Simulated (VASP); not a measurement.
Output of a VASP run:

### OSZICAR
```
       N       E                     dE             d eps       ncg     rms          rms(c)
DAV:   1     0.149482119458E+03    0.14948E+03   -0.99151E+03  1128   0.159E+03
DAV:   2    -0.679606930941E+01   -0.15628E+03   -0.14780E+03  1304   0.375E+02
DAV:   3    -0.146176869391E+02   -0.78216E+01   -0.76442E+01  1408   0.843E+01
DAV:   4    -0.148974264399E+02   -0.27974E+00   -0.27924E+00  1664   0.139E+01
DAV:   5    -0.149004502118E+02   -0.30238E-02   -0.30235E-02  1360   0.155E+00    0.811E+00
DAV:   6    -0.134149333981E+02    0.14855E+01   -0.72326E+00  1304   0.264E+01    0.341E+00
DAV:   7    -0.133688580573E+02    0.46075E-01   -0.58679E-01  1516   0.797E+00    0.167E+00
DAV:   8    -0.133562953128E+02    0.12563E-01   -0.69534E-02  1280   0.305E+00    0.378E-01
DAV:   9    -0.133543482131E+02    0.19471E-02   -0.19112E-02  1388   0.121E+00    0.129E-01
DAV:  10    -0.133545428547E+02   -0.19464E-03   -0.16987E-03  1260   0.467E-01    0.219E-02
DAV:  11    -0.133545578703E+02   -0.15016E-04   -0.14690E-04  1564   0.121E-01    0.171E-02
DAV:  12    -0.133545533940E+02    0.44763E-05   -0.18124E-05  1364   0.525E-02    0.306E-03
DAV:  13    -0.133545534072E+02   -0.13251E-07   -0.16425E-06  1028   0.127E-02
   1 F= -.10198359E+02 E0= -.10198359E+02  d E =-.101984E+02
       N       E                     dE             d eps       ncg     rms          rms(c)
DAV:   1    -0.144753700577E+02   -0.11208E+01   -0.38409E+01  1232   0.766E+01    0.833E+00
DAV:   2    -0.132135100179E+02    0.12619E+01   -0.36467E+00  1192   0.201E+01    0.317E+00
DAV:   3    -0.129923937291E+02    0.22112E+00   -0.62144E-01  1964   0.111E+01    0.100E+00
DAV:   4    -0.129833196818E+02    0.90740E-02   -0.13610E-01  1748   0.346E+00    0.352E-01
DAV:   5    -0.129880221267E+02   -0.47024E-02   -0.26293E-03  1640   0.590E-01    0.276E-01
DAV:   6    -0.129972336951E+02   -0.92116E-02   -0.18826E-02  1800   0.718E-01    0.729E-02
DAV:   7    -0.129971307880E+02    0.10291E-03   -0.20519E-04  1964   0.130E-01    0.983E-03
DAV:   8    -0.129971327559E+02   -0.19679E-05   -0.70848E-06  1324   0.232E-02    0.310E-03
DAV:   9    -0.129971322466E+02    0.50928E-06   -0.41677E-07   776   0.922E-03
   2 F= -.10188090E+02 E0= -.10188090E+02  d E =0.102688E-01
       N       E                     dE             d eps       ncg     rms          rms(c)
DAV:   1    -0.136026109207E+02   -0.60548E+00   -0.10428E+01  1212   0.416E+01    0.414E+00
DAV:   2    -0.132953532906E+02    0.30726E+00   -0.11298E+00  1276   0.107E+01    0.170E+00
DAV:   3    -0.132297582463E+02    0.65595E-01   -0.15758E-01  1880   0.549E+00    0.588E-01
DAV:   4    -0.132250481516E+02    0.47101E-02   -0.54910E-02  1764   0.218E+00    0.241E-01
DAV:   5    -0.132250621682E+02   -0.14017E-04   -0.56818E-04  1364   0.280E-01    0.246E-01
DAV:   6    -0.132266960303E+02   -0.16339E-02   -0.65703E-04  1816   0.218E-01    0.199E-01
DAV:   7    -0.132287676010E+02   -0.20716E-02   -0.26377E-03  1828   0.368E-01    0.101E-01
DAV:   8    -0.132287359386E+02    0.31662E-04   -0.35522E-05  1720   0.668E-02    0.580E-02
DAV:   9    -0.132287529490E+02   -0.17010E-04   -0.54109E-06  1372   0.240E-02    0.403E-02
DAV:  10    -0.132287611449E+02   -0.81960E-05   -0.42268E-06  1196   0.254E-02    0.195E-02
DAV:  11    -0.132287609971E+02    0.14781E-06   -0.23482E-06  1176   0.188E-02
   3 F= -.10243688E+02 E0= -.10243688E+02  d E =-.453293E-01
```

File OUTCAR:
```
------------------------ aborting loop because EDIFF is reached ----------------------------------------
  FORCE on cell =-STRESS in cart. coord.  units (eV):
  Direction    XX          YY          ZZ          XY          YZ          ZX
  --------------------------------------------------------------------------------------
  Total        2.9681474      2.9681474      2.9681474      0.0000000      0.0000000      0.0000000
  in kB      198.8660058    198.8660058    198.8660058      0.0000000      0.0000000      0.0000000
  external PRESSURE =      -1.1339942 kB  Pullay stress =     200.0000000 kB
  volume of cell :       23.91
      direct lattice vectors                 reciprocal lattice vectors
     0.000000000  2.286661250  2.286661250    -0.218659410  0.218659410  0.218659410
     2.286661250  0.000000000  2.286661250     0.218659410 -0.218659410  0.218659410
     2.286661250  2.286661250 -0.000000000     0.218659410  0.218659410 -0.218659410
  FREE ENERGIE OF THE ION-ELECTRON SYSTEM (eV)
  ---------------------------------------------------
  free  energy   TOTEN  =       -13.2287609971 eV

  energy  without entropy=      -13.2287609971  energy(sigma->0) =      -13.22876100
  enthalpy is  TOTEN    =       -10.2436883441 eV   P V=        2.9850726530

 reached required accuracy - stopping structural energy minimisation
```
(Selected blocks of OUTCAR.)

**POSCAR**
```
CaO
1
    0.0000000000     2.3295468098     2.3295468098
    2.3295468098     0.0000000000     2.3295468098
    2.3295468098     2.3295468098     0.0000000000
Ca O
1 1
Direct
  0.0000000000   0.0000000000   0.0000000000
  0.5000000000   0.5000000000   0.5000000000
```

Problem. Reconstruct the remaining input files.

Solution. One answer among several that fit: the input of the run itself, PBEsol GGA, plane waves, VASP's PBE PAW potentials (set 64).

KPOINTS:
```
Regular mesh
0
G
 10 10 10
```

INCAR:
```
# general
SYSTEM   =  CaO
PREC     =  Accurate
ENCUT    =  620   # plane-wave cut-off (eV)
LREAL    =  .FALSE.
LASPH    =  .TRUE.

# electronic loop
EDIFF    =  1E-6
NELM     =  100   # most electronic steps
ALGO     =  Normal

# smearing
ISMEAR   =  0   # Gaussian
SIGMA    =  0.05   # width (eV)

# functional
GGA      =  PS   # PBEsol

# ions
IBRION   =  2
NSW      =  40   # most ionic steps
ISIF     =  3   # ions, shape and volume
EDIFFG   =  -0.02
PSTRESS  =  200

# output
LWAVE    =  .FALSE.
LCHARG   =  .FALSE.
```

POTCAR, in this order: Ca_sv O (PBE.64 set). Program: vasp_std.

Energy and stress use the plane-wave basis of the starting cell.

The compound is CaO in the rock salt structure. This run relaxes it under an external pressure of 20 GPa. Symmetry was kept, so distortions that lower it aren't found.
